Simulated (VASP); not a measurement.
# NdH2: structure and properties in VASP, part 9 of 10

What structure does NdH2 take at this level, and what are its properties? The start is a cell from a database of measured crystal structures.

VASP 6.6.1, plane waves and PAW; the level of theory is named at each step.

Still holding for the runs below: The magnetic order comes from the search above, where another run lay slightly lower; longer or canted patterns were not tried. DFT+U on an f shell has many metastable occupations, and no search among them was made.

So far, moment of the cell, from the last line of the log (μB): step 2 (magnetic order: ferromagnetic) 3.19; step 6 (full relaxation (PBEsol + U)) 3.23; step 7 (second relaxation) 3.24; step 9 (bands along the symmetry lines (PBEsol + U)) 3.24; step 10 (total and projected DOS (PBEsol + U)) 3.23.

### Step 11. Volume scan with PBEsol + U, volume scale 0.94

Level of this step: PBEsol, DFT+U (Nd f 5 eV), spin-polarised from a ferromagnetic start; plane waves and PAW (Nd, H) (VASP).

An equation of state needs energies on both sides of the minimum, all on one mesh and cutoff.

The input, INCAR:

```
SYSTEM = NdH2
PREC = Accurate
ENCUT = 440
EDIFF = 1E-06
NELM = 150
ISMEAR = 0
SIGMA = 0.05
LREAL = .FALSE.
ALGO = Normal
GGA = PS
NBANDS = 17
ISPIN = 2
MAGMOM = 2.91 -0.011 -0.011
LDAU = .TRUE.
LDAUTYPE = 2
LDAUL = 3 -1
LDAUU = 5 0
LDAUJ = 0 0
LDAUPRINT = 1
LASPH = .TRUE.
LMAXMIX = 6
AMIX = 0.2
BMIX = 1E-04
AMIX_MAG = 0.8
BMIX_MAG = 1E-04
LORBIT = 11
LWAVE = .FALSE.
LCHARG = .FALSE.
KPAR = 8
ISIF = 2
```

The input, POSCAR:

```
NdH2
1.0
    0.0000000000      2.6396664879      2.6396664879
    2.6396664879      0.0000000000      2.6396664879
    2.6396664879      2.6396664879      0.0000000000
Nd H
1 2
Direct
    0.0000000000      0.0000000000      0.0000000000
    0.2500000000      0.2500000000      0.2500000000
    0.7500000000      0.7500000000      0.7500000000
```

The input, KPOINTS:

```
Automatic mesh
0
Gamma
9 9 9
0 0 0
```

Potentials, in the order of the species: Nd and H (PBE family, release 64).

Run with:

```
> mpirun -np 8 vasp_std
```

Output:

```text
[... set-up lines as in an earlier step ...]
 entering main loop
       N       E                     dE             d eps       ncg     rms          rms(c)
DAV:   1     0.923144419780E+02    0.92314E+02   -0.55997E+03  2900   0.196E+03
DAV:   2    -0.505415899839E+01   -0.97369E+02   -0.86300E+02  3739   0.274E+02
DAV:   3    -0.142201969874E+02   -0.91660E+01   -0.88374E+01  3776   0.120E+02
DAV:   4    -0.145923984922E+02   -0.37220E+00   -0.36129E+00  4348   0.164E+01
DAV:   5    -0.146086565349E+02   -0.16258E-01   -0.16162E-01  3444   0.259E+00    0.481E+01
DAV:   6    -0.126000872913E+02    0.20086E+01   -0.37316E+01  3653   0.987E+01    0.708E+01
DAV:   7    -0.125285412765E+02    0.71546E-01   -0.39599E+00  3745   0.488E+01    0.454E+01
DAV:   8    -0.135623241977E+02   -0.10338E+01   -0.97353E+00  3679   0.441E+01    0.186E+01
DAV:   9    -0.141264508327E+02   -0.56413E+00   -0.60494E-01  4354   0.110E+01    0.130E+01
DAV:  10    -0.146439441260E+02   -0.51749E+00   -0.11027E-01  4027   0.277E+00    0.466E+00
DAV:  11    -0.146288544114E+02    0.15090E-01   -0.63540E-02  3952   0.430E+00    0.367E+00
DAV:  12    -0.146272236977E+02    0.16307E-02   -0.32104E-03  4301   0.350E-01    0.362E+00
DAV:  13    -0.146296240289E+02   -0.24003E-02   -0.70075E-04  3919   0.329E-01    0.335E+00
DAV:  14    -0.145581309636E+02    0.71493E-01   -0.11785E-01  3494   0.660E+00    0.221E+00
DAV:  15    -0.145340936039E+02    0.24037E-01   -0.51691E-02  4305   0.408E+00    0.145E+00
DAV:  16    -0.145316008208E+02    0.24928E-02   -0.37027E-03  3998   0.110E+00    0.125E+00
DAV:  17    -0.145258502623E+02    0.57506E-02   -0.61795E-03  3705   0.164E+00    0.990E-01
DAV:  18    -0.145206853916E+02    0.51649E-02   -0.19073E-02  3702   0.303E+00    0.392E-01
DAV:  19    -0.145207429480E+02   -0.57556E-04   -0.11439E-03  3592   0.187E-01    0.332E-01
DAV:  20    -0.145201443115E+02    0.59864E-03   -0.18622E-03  3879   0.895E-01    0.134E-01
DAV:  21    -0.145200323869E+02    0.11192E-03   -0.62204E-04  4172   0.464E-01    0.617E-02
DAV:  22    -0.145200264533E+02    0.59336E-05   -0.83033E-05  4164   0.154E-01    0.253E-02
DAV:  23    -0.145200266753E+02   -0.22201E-06   -0.67248E-06  3780   0.277E-02
   1 F= -.14520027E+02 E0= -.14519584E+02  d E =-.885140E-03  mag=     3.2391
```

Elapsed: 20 s, on 8 MPI ranks of AMD EPYC 7R43, shared host; peak memory 1.5 GiB.

From OUTCAR (step 11):

```text
   ENCUT  =  440.0 eV  32.34 Ry    5.69 a.u.   6.38  6.38  6.38*2*pi/ulx,y,z

   NELECT =      16.0000    total number of electrons

atom =   1  type =  1  l = 3

 onsite density matrix

spin component  1

  0.3744 -0.0000 -0.4624 -0.0000 -0.0000  0.0000 -0.0000
 -0.0000  0.0209 -0.0000  0.0000  0.0000  0.0000 -0.0000
 -0.4624 -0.0000  0.6132 -0.0000  0.0000 -0.0000 -0.0000
 -0.0000  0.0000 -0.0000  0.0162  0.0000  0.0000  0.0000
 -0.0000  0.0000  0.0000  0.0000  0.6132 -0.0000  0.4624
  0.0000  0.0000 -0.0000  0.0000 -0.0000  0.9714  0.0000
 -0.0000 -0.0000 -0.0000  0.0000  0.4624  0.0000  0.3744

spin component  2

  0.0036 -0.0000  0.0027 -0.0000 -0.0000  0.0000  0.0000
 -0.0000  0.0167 -0.0000  0.0000  0.0000 -0.0000 -0.0000
  0.0027 -0.0000  0.0023  0.0000 -0.0000  0.0000 -0.0000
 -0.0000  0.0000  0.0000  0.0057  0.0000 -0.0000  0.0000
 -0.0000  0.0000 -0.0000  0.0000  0.0023 -0.0000 -0.0027
  0.0000 -0.0000  0.0000 -0.0000 -0.0000  0.0002  0.0000
  0.0000 -0.0000 -0.0000  0.0000 -0.0027  0.0000  0.0036

 occupancies and eigenvectors

  o =  0.0002  v =  0.0000  0.0000  0.0000  0.0000  0.0000  0.0000  0.0000  0.0000  0.0000 -0.0000 -0.0000 -0.0001 -1.0000 -0.0001      0.0000  0.0000  0.0000  0.0000  0.0000  0.0000  0.0000  0.0000  0.0000  0.0000  0.0000  0.0000  0.0000  0.0000
  o =  0.0002  v =  0.0000  0.0000  0.0000  0.0000  0.0000  0.0000  0.0000 -0.0190  0.0000  0.0246  0.0000  0.7902 -0.0002  0.6121      0.0000  0.0000  0.0000  0.0000  0.0000  0.0000  0.0000  0.0000  0.0000  0.0000  0.0000  0.0000  0.0000  0.0000
  o =  0.0002  v =  0.0000  0.0000  0.0000  0.0000  0.0000  0.0000  0.0000 -0.6121  0.0000  0.7902 -0.0000 -0.0246 -0.0000 -0.0190      0.0000  0.0000  0.0000  0.0000  0.0000  0.0000  0.0000  0.0000  0.0000  0.0000  0.0000  0.0000  0.0000  0.0000
  o =  0.0057  v =  0.0000  0.0000  0.0000  0.0000  0.0000  0.0000  0.0000  0.0000 -0.0000  0.0000  1.0000  0.0000 -0.0000 -0.0000      0.0000  0.0000  0.0000  0.0000  0.0000  0.0000  0.0000  0.0000  0.0000  0.0000  0.0000  0.0000  0.0000  0.0000
  o =  0.0057  v =  0.0000  0.0000  0.0000  0.0000  0.0000  0.0000  0.0000  0.7905  0.0000  0.6123 -0.0000 -0.0105  0.0000  0.0136      0.0000  0.0000  0.0000  0.0000  0.0000  0.0000  0.0000  0.0000  0.0000  0.0000  0.0000  0.0000  0.0000  0.0000
  o =  0.0057  v =  0.0000  0.0000  0.0000  0.0000  0.0000  0.0000  0.0000 -0.0136  0.0000 -0.0105  0.0000 -0.6123  0.0000  0.7905      0.0000  0.0000  0.0000  0.0000  0.0000  0.0000  0.0000  0.0000  0.0000  0.0000  0.0000  0.0000  0.0000  0.0000
  o =  0.0162  v =  0.0000 -0.0000  0.0000  1.0000  0.0002 -0.0000 -0.0003  0.0000  0.0000  0.0000  0.0000  0.0000  0.0000  0.0000      0.0000  0.0000  0.0000  0.0000  0.0000  0.0000  0.0000  0.0000  0.0000  0.0000  0.0000  0.0000  0.0000  0.0000
  o =  0.0162  v =  0.7906 -0.0000  0.6124 -0.0000 -0.0009  0.0000  0.0011  0.0000  0.0000  0.0000  0.0000  0.0000  0.0000  0.0000      0.0000  0.0000  0.0000  0.0000  0.0000  0.0000  0.0000  0.0000  0.0000  0.0000  0.0000  0.0000  0.0000  0.0000
  o =  0.0162  v = -0.0011 -0.0000 -0.0009  0.0004 -0.6124 -0.0000  0.7906  0.0000  0.0000  0.0000  0.0000  0.0000  0.0000  0.0000      0.0000  0.0000  0.0000  0.0000  0.0000  0.0000  0.0000  0.0000  0.0000  0.0000  0.0000  0.0000  0.0000  0.0000
  o =  0.0167  v =  0.0000  0.0000  0.0000  0.0000  0.0000  0.0000  0.0000  0.0000 -1.0000  0.0000 -0.0000  0.0000  0.0000  0.0000      0.0000  0.0000  0.0000  0.0000  0.0000  0.0000  0.0000  0.0000  0.0000  0.0000  0.0000  0.0000  0.0000  0.0000
  o =  0.0209  v =  0.0000  1.0000  0.0000  0.0000 -0.0000  0.0000  0.0000  0.0000  0.0000  0.0000  0.0000  0.0000  0.0000  0.0000      0.0000  0.0000  0.0000  0.0000  0.0000  0.0000  0.0000  0.0000  0.0000  0.0000  0.0000  0.0000  0.0000  0.0000
  o =  0.9714  v =  0.0000 -0.0000 -0.0000  0.0000  0.0115 -0.9999  0.0089  0.0000  0.0000  0.0000  0.0000  0.0000  0.0000  0.0000      0.0000  0.0000  0.0000  0.0000  0.0000  0.0000  0.0000  0.0000  0.0000  0.0000  0.0000  0.0000  0.0000  0.0000
  o =  0.9714  v =  0.0000  0.0000  0.0000  0.0000  0.7905  0.0146  0.6123  0.0000  0.0000  0.0000  0.0000  0.0000  0.0000  0.0000      0.0000  0.0000  0.0000  0.0000  0.0000  0.0000  0.0000  0.0000  0.0000  0.0000  0.0000  0.0000  0.0000  0.0000
  o =  0.9714  v =  0.6124 -0.0000 -0.7906  0.0000 -0.0000  0.0000  0.0000  0.0000  0.0000  0.0000  0.0000  0.0000  0.0000  0.0000      0.0000  0.0000  0.0000  0.0000  0.0000  0.0000  0.0000  0.0000  0.0000  0.0000  0.0000  0.0000  0.0000  0.0000

 E-fermi :   4.5153

 spin component 1
 k-point     1 :       0.0000    0.0000    0.0000
  band No.  band energies     occupation
    ...
      5      -2.6267      1.00000
      6       0.7858      1.00000
      7       0.7858      1.00000
      8       0.7859      1.00000
      9       2.5869      1.00000
     10       5.5344      0.00000
     11       5.5344      0.00000
     12       5.5344      0.00000
     13       5.7424      0.00000
     14       5.7424      0.00000
    ...

 k-point     2 :       0.1111    0.0000    0.0000
  band No.  band energies     occupation
    ...
      5      -2.3143      1.00000
      6       0.7606      1.00000
      7       0.7607      1.00000
      8       0.7865      1.00000
      9       2.0425      1.00000
     10       5.6665      0.00000
     11       5.6665      0.00000
     12       5.6765      0.00000
     13       5.7889      0.00000
     14       5.7891      0.00000
    ...

  Total        1.2070278      1.2070278      1.2070278      0.0000000      0.0000000     -0.0000000
  in kB       52.5715389     52.5715389     52.5715389      0.0000000      0.0000000     -0.0000000
  external PRESSURE =      52.5715389 kB  Pullay stress =       0.0000000 kB

 POSITION                                       TOTAL-FORCE (eV/Angst)
 -----------------------------------------------------------------------------------
      0.00000      0.00000      0.00000        -0.000000      0.000000     -0.000000
      1.31983      1.31983      1.31983         0.000000      0.000000      0.000000
      3.95950      3.95950      3.95950        -0.000000     -0.000000     -0.000000
 -----------------------------------------------------------------------------------
    total drift:                               -0.000000     -0.000000      0.000000

  FREE ENERGIE OF THE ION-ELECTRON SYSTEM (eV)
  ---------------------------------------------------
  free  energy   TOTEN  =       -14.5200266753 eV

  energy  without entropy=      -14.5191415348  energy(sigma->0) =      -14.51958411

 magnetization (x)
# of ion       s       p       d       f       tot
--------------------------------------------------
    1       -0.010  -0.106   0.075   2.947   2.905
    2       -0.011   0.001   0.000   0.000  -0.011
    3       -0.011   0.001   0.000   0.000  -0.011
--------------------------------------------------
tot         -0.033  -0.104   0.075   2.947   2.884

[... 5 parts as in an earlier step ...]

[... 16 further parts left out ...]
```

The scan keeps the cell's shape and the fractional positions fixed.

This step gave:

| Item | Value |
| --- | --- |
| bands | 17 |
| irreducible k-points | 35 |
| free energy (TOTEN) | -14.52 eV |
| energy at zero smearing | -14.52 eV |
| Fermi energy | 4.515 eV |
| pressure | 5.257 GPa |
| moment of the cell, from the last line of the log | 3.239 μB |

The pressure here is 5.26 GPa.

### Step 12. Volume scan with PBEsol + U, volume scale 0.96

INCAR is that of step 11.

The input, POSCAR:

```
NdH2
1.0
    0.0000000000      2.6582563010      2.6582563010
    2.6582563010      0.0000000000      2.6582563010
    2.6582563010      2.6582563010      0.0000000000
Nd H
1 2
Direct
    0.0000000000      0.0000000000      0.0000000000
    0.2500000000      0.2500000000      0.2500000000
    0.7500000000      0.7500000000      0.7500000000
```

KPOINTS is that of step 11.

Run with:

```
> mpirun -np 8 vasp_std
```

Output:

```text
[... set-up lines as in an earlier step ...]
 entering main loop
       N       E                     dE             d eps       ncg     rms          rms(c)
DAV:   1     0.950132229571E+02    0.95013E+02   -0.56031E+03  2852   0.195E+03
DAV:   2    -0.425228881469E+01   -0.99266E+02   -0.87563E+02  3603   0.278E+02
DAV:   3    -0.140612046190E+02   -0.98089E+01   -0.94130E+01  3822   0.119E+02
DAV:   4    -0.144420215943E+02   -0.38082E+00   -0.37029E+00  4450   0.161E+01
DAV:   5    -0.144579463593E+02   -0.15925E-01   -0.15879E-01  3458   0.252E+00    0.469E+01
DAV:   6    -0.127586669702E+02    0.16993E+01   -0.37592E+01  3645   0.983E+01    0.710E+01
DAV:   7    -0.125890510549E+02    0.16962E+00   -0.38733E+00  3773   0.488E+01    0.446E+01
DAV:   8    -0.135220079452E+02   -0.93296E+00   -0.95055E+00  3609   0.439E+01    0.186E+01
DAV:   9    -0.141483465660E+02   -0.62634E+00   -0.66330E-01  4345   0.112E+01    0.131E+01
DAV:  10    -0.146643019158E+02   -0.51596E+00   -0.10773E-01  4012   0.283E+00    0.486E+00
DAV:  11    -0.146641416648E+02    0.16025E-03   -0.64282E-02  3936   0.411E+00    0.382E+00
DAV:  12    -0.146513912841E+02    0.12750E-01   -0.83354E-03  4588   0.122E+00    0.349E+00
DAV:  13    -0.145609433764E+02    0.90448E-01   -0.16661E-01  3567   0.794E+00    0.263E+00
DAV:  14    -0.145542640474E+02    0.66793E-02   -0.30710E-02  4561   0.290E+00    0.219E+00
DAV:  15    -0.145516615398E+02    0.26025E-02   -0.91929E-03  3775   0.204E+00    0.132E+00
DAV:  16    -0.145475694732E+02    0.40921E-02   -0.60159E-03  4119   0.149E+00    0.114E+00
DAV:  17    -0.145440794152E+02    0.34901E-02   -0.20081E-02  3631   0.308E+00    0.178E-01
DAV:  18    -0.145442567028E+02   -0.17729E-03   -0.11626E-03  3910   0.200E-01    0.234E-01
DAV:  19    -0.145441767379E+02    0.79965E-04   -0.45950E-04  4010   0.363E-01    0.110E-01
DAV:  20    -0.145442126834E+02   -0.35945E-04   -0.66912E-05  3763   0.160E-01    0.142E-01
DAV:  21    -0.145441752148E+02    0.37469E-04   -0.21492E-04  3478   0.319E-01    0.328E-02
DAV:  22    -0.145441757559E+02   -0.54112E-06   -0.21790E-05  4573   0.548E-02    0.296E-02
DAV:  23    -0.145441760730E+02   -0.31712E-06   -0.81463E-07  1940   0.117E-02
   1 F= -.14544176E+02 E0= -.14543731E+02  d E =-.891063E-03  mag=     3.2406
```

Elapsed: 20 s, on 8 MPI ranks; peak memory 1.5 GiB.

From OUTCAR (step 12):

```text
   ENCUT  =  440.0 eV  32.34 Ry    5.69 a.u.   6.43  6.43  6.43*2*pi/ulx,y,z

   NELECT =      16.0000    total number of electrons

atom =   1  type =  1  l = 3

 onsite density matrix

spin component  1

  0.3746  0.0000 -0.4626 -0.0000  0.0000  0.0000 -0.0000
  0.0000  0.0204  0.0000  0.0000  0.0000  0.0000  0.0000
 -0.4626  0.0000  0.6135  0.0000 -0.0000 -0.0000  0.0000
 -0.0000  0.0000  0.0000  0.0163  0.0000 -0.0000  0.0000
  0.0000  0.0000 -0.0000  0.0000  0.6135  0.0000  0.4626
  0.0000  0.0000 -0.0000 -0.0000  0.0000  0.9718 -0.0000
 -0.0000  0.0000  0.0000  0.0000  0.4626 -0.0000  0.3746

spin component  2

  0.0035  0.0000  0.0026  0.0000 -0.0000 -0.0000 -0.0000
  0.0000  0.0161  0.0000  0.0000  0.0000  0.0000  0.0000
  0.0026  0.0000  0.0022  0.0000  0.0000  0.0000 -0.0000
  0.0000  0.0000  0.0000  0.0055 -0.0000 -0.0000  0.0000
 -0.0000  0.0000  0.0000 -0.0000  0.0022 -0.0000 -0.0026
 -0.0000  0.0000  0.0000 -0.0000 -0.0000  0.0002 -0.0000
 -0.0000  0.0000 -0.0000  0.0000 -0.0026 -0.0000  0.0035

 occupancies and eigenvectors

  o =  0.0002  v =  0.0000  0.0000  0.0000  0.0000  0.0000  0.0000  0.0000 -0.0007  0.0000  0.0009  0.0000 -0.7906  0.0001 -0.6124      0.0000  0.0000  0.0000  0.0000  0.0000  0.0000  0.0000  0.0000  0.0000  0.0000  0.0000  0.0000  0.0000  0.0000
  o =  0.0002  v =  0.0000  0.0000  0.0000  0.0000  0.0000  0.0000  0.0000  0.6124  0.0000 -0.7906  0.0000 -0.0009  0.0002 -0.0007      0.0000  0.0000  0.0000  0.0000  0.0000  0.0000  0.0000  0.0000  0.0000  0.0000  0.0000  0.0000  0.0000  0.0000
  o =  0.0002  v =  0.0000  0.0000  0.0000  0.0000  0.0000  0.0000  0.0000 -0.0001 -0.0000  0.0002  0.0000  0.0001  1.0000  0.0001      0.0000  0.0000  0.0000  0.0000  0.0000  0.0000  0.0000  0.0000  0.0000  0.0000  0.0000  0.0000  0.0000  0.0000
  o =  0.0055  v =  0.0000  0.0000  0.0000  0.0000  0.0000  0.0000  0.0000  0.7906 -0.0000  0.6124 -0.0004  0.0006 -0.0000 -0.0008      0.0000  0.0000  0.0000  0.0000  0.0000  0.0000  0.0000  0.0000  0.0000  0.0000  0.0000  0.0000  0.0000  0.0000
  o =  0.0055  v =  0.0000  0.0000  0.0000  0.0000  0.0000  0.0000  0.0000 -0.0008 -0.0000 -0.0006  0.0308  0.6121  0.0000 -0.7902      0.0000  0.0000  0.0000  0.0000  0.0000  0.0000  0.0000  0.0000  0.0000  0.0000  0.0000  0.0000  0.0000  0.0000
  o =  0.0055  v =  0.0000  0.0000  0.0000  0.0000  0.0000  0.0000  0.0000 -0.0004  0.0000 -0.0003 -0.9995  0.0189  0.0000 -0.0243      0.0000  0.0000  0.0000  0.0000  0.0000  0.0000  0.0000  0.0000  0.0000  0.0000  0.0000  0.0000  0.0000  0.0000
  o =  0.0161  v =  0.0000  0.0000  0.0000  0.0000  0.0000  0.0000  0.0000  0.0000  1.0000 -0.0000  0.0000  0.0000  0.0000 -0.0000      0.0000  0.0000  0.0000  0.0000  0.0000  0.0000  0.0000  0.0000  0.0000  0.0000  0.0000  0.0000  0.0000  0.0000
  o =  0.0163  v =  0.0015 -0.0000  0.0011 -0.8648  0.3075 -0.0000 -0.3969  0.0000  0.0000  0.0000  0.0000  0.0000  0.0000  0.0000      0.0000  0.0000  0.0000  0.0000  0.0000  0.0000  0.0000  0.0000  0.0000  0.0000  0.0000  0.0000  0.0000  0.0000
  o =  0.0163  v =  0.0044 -0.0000  0.0034 -0.5021 -0.5296  0.0000  0.6837  0.0000  0.0000  0.0000  0.0000  0.0000  0.0000  0.0000      0.0000  0.0000  0.0000  0.0000  0.0000  0.0000  0.0000  0.0000  0.0000  0.0000  0.0000  0.0000  0.0000  0.0000
  o =  0.0163  v =  0.7906 -0.0000  0.6124  0.0044  0.0023 -0.0000 -0.0030  0.0000  0.0000  0.0000  0.0000  0.0000  0.0000  0.0000      0.0000  0.0000  0.0000  0.0000  0.0000  0.0000  0.0000  0.0000  0.0000  0.0000  0.0000  0.0000  0.0000  0.0000
  o =  0.0204  v = -0.0000 -1.0000 -0.0000  0.0000  0.0000  0.0000 -0.0000  0.0000  0.0000  0.0000  0.0000  0.0000  0.0000  0.0000      0.0000  0.0000  0.0000  0.0000  0.0000  0.0000  0.0000  0.0000  0.0000  0.0000  0.0000  0.0000  0.0000  0.0000
  o =  0.9718  v =  0.6124 -0.0000 -0.7906 -0.0000  0.0000  0.0000  0.0000  0.0000  0.0000  0.0000  0.0000  0.0000  0.0000  0.0000      0.0000  0.0000  0.0000  0.0000  0.0000  0.0000  0.0000  0.0000  0.0000  0.0000  0.0000  0.0000  0.0000  0.0000
  o =  0.9718  v =  0.0000 -0.0000 -0.0000 -0.0000 -0.7902 -0.0314 -0.6121  0.0000  0.0000  0.0000  0.0000  0.0000  0.0000  0.0000      0.0000  0.0000  0.0000  0.0000  0.0000  0.0000  0.0000  0.0000  0.0000  0.0000  0.0000  0.0000  0.0000  0.0000
  o =  0.9718  v =  0.0000 -0.0000 -0.0000  0.0000  0.0248 -0.9995  0.0192  0.0000  0.0000  0.0000  0.0000  0.0000  0.0000  0.0000      0.0000  0.0000  0.0000  0.0000  0.0000  0.0000  0.0000  0.0000  0.0000  0.0000  0.0000  0.0000  0.0000  0.0000

 E-fermi :   4.3948

 spin component 1
 k-point     1 :       0.0000    0.0000    0.0000
  band No.  band energies     occupation
    ...
      5      -2.7148      1.00000
      6       0.5822      1.00000
      7       0.5822      1.00000
      8       0.5824      1.00000
      9       2.4772      1.00000
     10       5.3949      0.00000
     11       5.3949      0.00000
     12       5.3949      0.00000
     13       5.5553      0.00000
     14       5.5553      0.00000
    ...

 k-point     2 :       0.1111    0.0000    0.0000
  band No.  band energies     occupation
    ...
      5      -2.4125      1.00000
      6       0.5585      1.00000
      7       0.5586      1.00000
      8       0.5826      1.00000
      9       1.9425      1.00000
     10       5.4964      0.00000
     11       5.5073      0.00000
     12       5.5074      0.00000
     13       5.6169      0.00000
     14       5.6170      0.00000
    ...

  Total        0.7814883      0.7814883      0.7814883     -0.0000000      0.0000000     -0.0000000
  in kB       33.3282509     33.3282509     33.3282509     -0.0000000      0.0000000     -0.0000000
  external PRESSURE =      33.3282509 kB  Pullay stress =       0.0000000 kB

 POSITION                                       TOTAL-FORCE (eV/Angst)
 -----------------------------------------------------------------------------------
      0.00000      0.00000      0.00000         0.000000     -0.000000     -0.000000
      1.32913      1.32913      1.32913        -0.000000      0.000000     -0.000000
      3.98738      3.98738      3.98738        -0.000000     -0.000000      0.000000
 -----------------------------------------------------------------------------------
    total drift:                               -0.000000     -0.000000      0.000000

  FREE ENERGIE OF THE ION-ELECTRON SYSTEM (eV)
  ---------------------------------------------------
  free  energy   TOTEN  =       -14.5441760730 eV

  energy  without entropy=      -14.5432850104  energy(sigma->0) =      -14.54373054

 magnetization (x)
# of ion       s       p       d       f       tot
--------------------------------------------------
    1       -0.011  -0.107   0.075   2.949   2.907
    2       -0.011   0.001   0.000   0.000  -0.011
    3       -0.011   0.001   0.000   0.000  -0.011
--------------------------------------------------
tot         -0.034  -0.105   0.075   2.949   2.886

[... 5 parts as in an earlier step ...]

[... 16 further parts left out ...]
```

This step gave:

```yaml
free_energy_toten: -14.54 eV
energy_at_zero_smearing: -14.54 eV
fermi_energy: 4.395 eV
pressure: 3.333 GPa
moment_of_the_cell_from_the_last_line_of_the_log: 3.241 μB
```

The pressure falls from 5.26 to 3.33 GPa.

The run ends at a pressure of 3.33 GPa.

(Continued in part 10 of 10.)

[Lines on the potential files, build, host, timing and source positions are cut from VASP's logs without a mark.]

[Logs are printed without paths, hosts, clocks, repeated set-up lines and the standing remarks that a program may print on its own settings, such as how far it seeks lower states.]

[Hosts, paths, dates, database ids (printed as entryN), source tags and the programs' standing remarks are cut or masked in the printed files.]

[A measured line is paired with the nearest computed mode of its activity, which favours agreement.]
